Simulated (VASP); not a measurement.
Here is the system:

```xyz
5
Lattice="5.5333 0.0000 0.0000 0.0000 5.5333 0.0000 0.0000 0.0000 5.5333" Properties=species:S:1:pos:R:3 pbc="T T T"
Cs     0.0098     0.0185    -0.0063
Ge     2.7875     2.6565     2.8268
Br     2.8389     2.8855    -0.0114
Br     0.0249     2.8237     2.7222
Br     2.6389    -0.0843     2.7686
```

These are PBEsol GGA, VASP's PBE PAW potentials (set 64) (plane waves; VASP) values and carry that method's errors. Run with 300 eV cut-off, 3×3×3 Γ-centred mesh, Fermi-Dirac smearing of 0.010 eV, potentials Cs_sv Ge_d Br.

At this cut-off the stress carries a Pulay error, which pulls relaxed volumes low.

Task: Which forces act on the atoms, in eV/Å?

Result: 
| atom | Fx | Fy | Fz |
|---|---|---|---|
| Cs1 | -0.009 | 0.006 | 0.001 |
| Ge2 | -0.040 | 0.148 | -0.018 |
| Br3 | -0.044 | -0.228 | -0.060 |
| Br4 | -0.072 | -0.170 | 0.064 |
| Br5 | 0.165 | 0.245 | 0.014 |

Task: Give the stress tensor in GPa (positive for a compressed cell).

Result: 
```
-1.41   0.02  -0.01
 0.02  -1.46  -0.08
-0.01  -0.08  -1.35
```
The pressure is its mean diagonal, -1.40 GPa.

The structure comes from a computed database's CsGeBr3 entry; how it stands against other phases isn't given here. The cell was not relaxed at this level, atoms are displaced from their ideal sites.
